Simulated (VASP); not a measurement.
Calculation: PBEsol GGA, VASP's PBE PAW potentials (set 64) (plane waves; VASP).

VASP input:

### KPOINTS
```
Automatic mesh
0
Gamma
8 8 8
0 0 0
```

File POSCAR:
```
SnTe
1
    0.0000000000     3.0530839218     3.0530839218
    3.0530839218     0.0000000000     3.0530839218
    3.0530839218     3.0530839218     0.0000000000
Sn Te
1 1
Direct
  0.0000000000   0.0000000000   0.0000000000
  0.5000000000   0.5000000000   0.5000000000
```

**INCAR**
```
# general
SYSTEM  = SnTe
PREC    = Accurate
ENCUT   = 500
LREAL   = .FALSE.   # projection in real space or not
LASPH   = .TRUE.   # aspherical one-centre terms

# electronic loop
EDIFF   = 1E-6
NELM    = 100   # most electronic steps
ALGO    = Normal
LMAXMIX = 4   # l cut-off of mixed one-centre charges

# smearing
ISMEAR  = 0
SIGMA   = 0.05   # width (eV)

# functional
GGA     = PS   # PBEsol

# ions
IBRION  = 2   # conjugate gradients
NSW     = 40   # most ionic steps
ISIF    = 3   # ions, shape and volume
EDIFFG  = -0.02
PSTRESS = 100   # kbar

# output
LWAVE   = .FALSE.
LCHARG  = .FALSE.
```

POTCAR, in this order: Sn_d Te (PBE.64 set). Program: vasp_std.

The run wrote:

### OSZICAR
```
       N       E                     dE             d eps       ncg     rms          rms(c)
DAV:   1     0.121793017613E+03    0.12179E+03   -0.97424E+03   818   0.162E+03
DAV:   2     0.177711413170E+01   -0.12002E+03   -0.11772E+03   848   0.370E+02
DAV:   3    -0.804785350503E+01   -0.98250E+01   -0.97503E+01  1070   0.959E+01
DAV:   4    -0.828812194814E+01   -0.24027E+00   -0.24021E+00   916   0.167E+01
DAV:   5    -0.829862646262E+01   -0.10505E-01   -0.10504E-01  1152   0.329E+00    0.620E+00
DAV:   6    -0.826245514255E+01    0.36171E-01   -0.74659E-02  1134   0.278E+00    0.385E+00
DAV:   7    -0.825952125928E+01    0.29339E-02   -0.39309E-02  1052   0.166E+00    0.433E-01
DAV:   8    -0.825847684984E+01    0.10444E-02   -0.73331E-03   992   0.913E-01    0.177E-01
DAV:   9    -0.825854747885E+01   -0.70629E-04   -0.43153E-04   998   0.228E-01    0.745E-02
DAV:  10    -0.825853490920E+01    0.12570E-04   -0.48308E-05  1066   0.870E-02    0.317E-02
DAV:  11    -0.825853424580E+01    0.66340E-06   -0.83942E-06   998   0.326E-02
   1 F= -.47060215E+01 E0= -.47060215E+01  d E =-.470602E+01
       N       E                     dE             d eps       ncg     rms          rms(c)
DAV:   1    -0.106727546822E+02   -0.24142E+01   -0.55316E+01  1022   0.112E+02    0.108E+01
DAV:   2    -0.833887036042E+01    0.23339E+01   -0.47971E+00   992   0.463E+01    0.403E+00
DAV:   3    -0.784676999433E+01    0.49210E+00   -0.11857E+00  1016   0.190E+01    0.937E-01
DAV:   4    -0.782608118427E+01    0.20689E-01   -0.64917E-02  1120   0.228E+00    0.831E-01
DAV:   5    -0.782143570566E+01    0.46455E-02   -0.29526E-03   966   0.558E-01    0.340E-01
DAV:   6    -0.782057371486E+01    0.86199E-03   -0.75142E-04  1246   0.266E-01    0.375E-02
DAV:   7    -0.782055911728E+01    0.14598E-04   -0.57386E-05  1050   0.940E-02    0.179E-02
DAV:   8    -0.782055681397E+01    0.23033E-05   -0.73883E-06   900   0.334E-02    0.342E-03
DAV:   9    -0.782055579358E+01    0.10204E-05   -0.85810E-07   442   0.118E-02    0.191E-03
DAV:  10    -0.782055567249E+01    0.12110E-06   -0.12207E-07   412   0.563E-03
   2 F= -.46970489E+01 E0= -.46964462E+01  d E =0.897261E-02
       N       E                     dE             d eps       ncg     rms          rms(c)
DAV:   1    -0.881499715598E+01   -0.99444E+00   -0.17155E+01  1016   0.797E+01    0.516E+00
DAV:   2    -0.825173045174E+01    0.56327E+00   -0.94606E-01   986   0.179E+01    0.211E+00
DAV:   3    -0.810506659000E+01    0.14666E+00   -0.41572E-01  1054   0.106E+01    0.380E-01
DAV:   4    -0.810104611977E+01    0.40205E-02   -0.13648E-02   844   0.111E+00    0.506E-01
DAV:   5    -0.809897339839E+01    0.20727E-02   -0.14897E-03  1216   0.379E-01    0.135E-01
DAV:   6    -0.809883583154E+01    0.13757E-03   -0.37195E-04  1016   0.347E-01    0.210E-02
DAV:   7    -0.809882991495E+01    0.59166E-05   -0.17126E-05   998   0.548E-02    0.599E-03
DAV:   8    -0.809882987336E+01    0.41582E-07   -0.26568E-06   532   0.242E-02
   3 F= -.47603015E+01 E0= -.47599959E+01  d E =-.542800E-01
```

File OUTCAR:
```
------------------------ aborting loop because EDIFF is reached ----------------------------------------
  FORCE on cell =-STRESS in cart. coord.  units (eV):
  Direction    XX          YY          ZZ          XY          YZ          ZX
  --------------------------------------------------------------------------------------
  Total        3.3572354      3.3572354      3.3572354      0.0000000      0.0000000     -0.0000000
  in kB      100.5603370    100.5603370    100.5603370      0.0000000      0.0000000     -0.0000000
  external PRESSURE =       0.5603370 kB  Pullay stress =     100.0000000 kB
  volume of cell :       53.49
      direct lattice vectors                 reciprocal lattice vectors
     0.000000000  2.990509723  2.990509723    -0.167195577  0.167195577  0.167195577
     2.990509723 -0.000000000  2.990509723     0.167195577 -0.167195577  0.167195577
     2.990509723  2.990509723  0.000000000     0.167195577  0.167195577 -0.167195577
 POSITION                                       TOTAL-FORCE (eV/Angst)
 -----------------------------------------------------------------------------------
      0.00000      0.00000      0.00000         0.000000     -0.000000     -0.000000
      2.99051      2.99051      2.99051        -0.000000      0.000000      0.000000
 -----------------------------------------------------------------------------------
    total drift:                                0.000000     -0.000000     -0.000000
  FREE ENERGIE OF THE ION-ELECTRON SYSTEM (eV)
  ---------------------------------------------------
  free  energy   TOTEN  =        -8.0988298734 eV

  energy  without entropy=       -8.0982186477  energy(sigma->0) =       -8.09852426
  enthalpy is  TOTEN    =        -4.7603015139 eV   P V=        3.3385283595

 reached required accuracy - stopping structural energy minimisation
```
(Selected blocks of OUTCAR.)

**CONTCAR**
```
SnTe
   1.00000000000000
     0.0000000000000000    2.9905097234166060    2.9905097234166060
     2.9905097234166060   -0.0000000000000000    2.9905097234166060
     2.9905097234166060    2.9905097234166060    0.0000000000000000
  Sn              Te
     1     1
Direct
     0.0000000000000000    0.0000000000000000    0.0000000000000000
     0.5000000000000000    0.5000000000000000    0.5000000000000000
```

Energy and stress use the plane-wave basis of the starting cell.

The compound is SnTe in the rock salt structure, which distorts at low temperature. This run relaxes it under an external pressure of 10 GPa. Symmetry was kept, so distortions that lower it aren't found.
